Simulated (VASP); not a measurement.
```
PtTe2
1.0
    2.01500    -3.49008     0.00000
    2.01500     3.49008     0.00000
    0.00000     0.00000     5.22000
Te Pt
2 1
Direct
  0.33333   0.66667   0.25400
  0.66667   0.33333   0.74600
  0.00000   0.00000   0.00000
```

All values below come from PBE GGA, VASP's PBE PAW potentials (set 64) (plane waves; VASP). Numerical set-up: 300 eV cut-off, 10×10×7 Γ-centred mesh, Gaussian smearing of 0.20 eV, potentials Te Pt.

Task: Give the energies of bands 3 to 14 at the high-symmetry points, in eV from the Fermi level.

Result: 
| band | Γ | M | K | A | L | H |
|---|---|---|---|---|---|---|
| 3 | -6.79 | -6.79 | -6.79 | -5.81 | -7.30 | -6.16 |
| 4 | -5.89 | -5.22 | -5.60 | -5.81 | -5.77 | -6.16 |
| 5 | -5.89 | -4.89 | -5.60 | -4.66 | -5.48 | -6.10 |
| 6 | -3.88 | -3.79 | -4.45 | -3.92 | -4.55 | -4.13 |
| 7 | -3.88 | -3.60 | -4.45 | -3.92 | -3.61 | -4.13 |
| 8 | -2.71 | -3.54 | -3.75 | -2.30 | -3.52 | -4.08 |
| 9 | -0.54 | -3.48 | -2.12 | -1.39 | -3.30 | -3.60 |
| 10 | -0.54 | -3.45 | -1.93 | -1.16 | -2.54 | -2.75 |
| 11 | 1.09 | -2.89 | -1.93 | -1.16 | -0.77 | -2.75 |
| 12 | 1.09 | 0.19 | -0.17 | 2.24 | 0.54 | 2.43 |
| 13 | 1.43 | 2.56 | -0.17 | 2.24 | 1.37 | 2.43 |
| 14 | 2.70 | 3.74 | 2.73 | 4.08 | 4.24 | 5.77 |

It has no gap at this level: it comes out as a metal or semimetal.

The structure is a typed PtTe2 crystal. The cell was not relaxed at this level.
